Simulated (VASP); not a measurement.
Method: r2SCAN meta-GGA, VASP's PBE PAW potentials (set 64) (plane waves; VASP).

Input for VASP

INCAR:
```
! general
SYSTEM  = Pt3Ti
PREC    = Accurate
ENCUT   = 400
LREAL   = .FALSE.
LASPH   = .TRUE.

! electronic loop
EDIFF   = 1E-6
NELM    = 100
ALGO    = Normal
LMAXMIX = 6
LMIXTAU = .TRUE.

! smearing
ISMEAR  = 1
SIGMA   = 0.1

! functional
METAGGA = R2SCAN

! ions
IBRION  = 2
NSW     = 60
ISIF    = 3
EDIFFG  = -0.02

! output
LWAVE   = .FALSE.
LCHARG  = .FALSE.
```

**KPOINTS**
```
Automatic mesh
0
gamma
  7 7 7
0 0 0
```

### POSCAR
```
Pt3Ti
1
    3.9244812603    -0.0000000000     0.0000000000
   -0.0000000000     3.9244812603     0.0000000000
   -0.0000000000     0.0000000000     3.9244812603
Ti Pt
1 3
Direct
  0.0000000000   0.0000000000   0.0000000000
  0.0000000000   0.5000000000   0.5000000000
  0.5000000000   0.0000000000   0.5000000000
  0.5000000000   0.5000000000   0.0000000000
```

POTCAR, in this order: Ti_sv Pt (PBE.64 set). Program: vasp_std.

The run wrote:

**OSZICAR**
```
       N       E                     dE             d eps       ncg     rms          rms(c)
DAV:   1     0.194530360598E+03    0.19453E+03   -0.18588E+04  1000   0.154E+03
DAV:   2    -0.156864154465E+03   -0.35139E+03   -0.34435E+03  1100   0.415E+02
DAV:   3    -0.185465917143E+03   -0.28602E+02   -0.27829E+02  1456   0.104E+02
DAV:   4    -0.186293565120E+03   -0.82765E+00   -0.82494E+00  1192   0.192E+01
DAV:   5    -0.186322077780E+03   -0.28513E-01   -0.28491E-01  1395   0.342E+00    0.228E+01
DAV:   6    -0.171526990534E+03    0.14795E+02   -0.21995E+01  1385   0.454E+01    0.954E+00
DAV:   7    -0.171814280753E+03   -0.28729E+00   -0.16179E+01  1376   0.267E+01    0.932E+00
DAV:   8    -0.170807229408E+03    0.10071E+01   -0.28125E+00  1336   0.985E+00    0.377E+00
DAV:   9    -0.171291769811E+03   -0.48454E+00   -0.30209E+00  1393   0.110E+01    0.393E+00
DAV:  10    -0.171129136356E+03    0.16263E+00   -0.20261E+00  1390   0.106E+01    0.996E-01
DAV:  11    -0.171131094439E+03   -0.19581E-02   -0.87204E-02  1518   0.183E+00    0.229E-01
DAV:  12    -0.171129313252E+03    0.17812E-02   -0.36235E-03  1241   0.415E-01    0.213E-01
DAV:  13    -0.171129583312E+03   -0.27006E-03   -0.31841E-03  1170   0.446E-01    0.136E-01
DAV:  14    -0.171131914599E+03   -0.23313E-02   -0.28090E-03  1123   0.319E-01    0.418E-02
DAV:  15    -0.171131905510E+03    0.90893E-05   -0.94698E-05  1209   0.789E-02    0.296E-02
DAV:  16    -0.171131928548E+03   -0.23038E-04   -0.24379E-04  1333   0.105E-01    0.235E-02
DAV:  17    -0.171131927007E+03    0.15418E-05   -0.33785E-05  1030   0.457E-02    0.188E-02
DAV:  18    -0.171131930465E+03   -0.34580E-05   -0.12785E-06   968   0.786E-03    0.173E-02
DAV:  19    -0.171131943506E+03   -0.13041E-04   -0.11808E-05  1280   0.208E-02    0.831E-03
DAV:  20    -0.171131948319E+03   -0.48138E-05   -0.76412E-06  1126   0.232E-02    0.131E-03
DAV:  21    -0.171131948541E+03   -0.22182E-06   -0.55832E-07   523   0.552E-03
   1 F= -.17113195E+03 E0= -.17113191E+03  d E =-.171132E+03
```

**OUTCAR**
```
------------------------ aborting loop because EDIFF is reached ----------------------------------------
  FORCE on cell =-STRESS in cart. coord.  units (eV):
  Direction    XX          YY          ZZ          XY          YZ          ZX
  --------------------------------------------------------------------------------------
  Total       -0.0264914     -0.0264914     -0.0264914      0.0000000     -0.0000000      0.0000000
  in kB       -0.7022131     -0.7022131     -0.7022131      0.0000000     -0.0000000      0.0000000
  external PRESSURE =      -0.7022131 kB  Pullay stress =       0.0000000 kB
  volume of cell :       60.44
      direct lattice vectors                 reciprocal lattice vectors
     3.924481260  0.000000000  0.000000000     0.254810747  0.000000000  0.000000000
     0.000000000  3.924481260  0.000000000     0.000000000  0.254810747  0.000000000
     0.000000000  0.000000000  3.924481260     0.000000000  0.000000000  0.254810747
 POSITION                                       TOTAL-FORCE (eV/Angst)
 -----------------------------------------------------------------------------------
      0.00000      0.00000      0.00000         0.000000      0.000000      0.000000
      0.00000      1.96224      1.96224         0.000000      0.000000      0.000000
      1.96224      0.00000      1.96224         0.000000      0.000000      0.000000
      1.96224      1.96224      0.00000         0.000000      0.000000      0.000000
 -----------------------------------------------------------------------------------
    total drift:                                0.000000      0.000000      0.000000
  FREE ENERGIE OF THE ION-ELECTRON SYSTEM (eV)
  ---------------------------------------------------
  free  energy   TOTEN  =      -171.1319485413 eV

  energy  without entropy=     -171.1318227808  energy(sigma->0) =     -171.13190662

 reached required accuracy - stopping structural energy minimisation
```
(Selected blocks of OUTCAR.)

The compound is Pt3Ti in the L1_2 structure. It was relaxed first. The start is the result of an earlier pass.
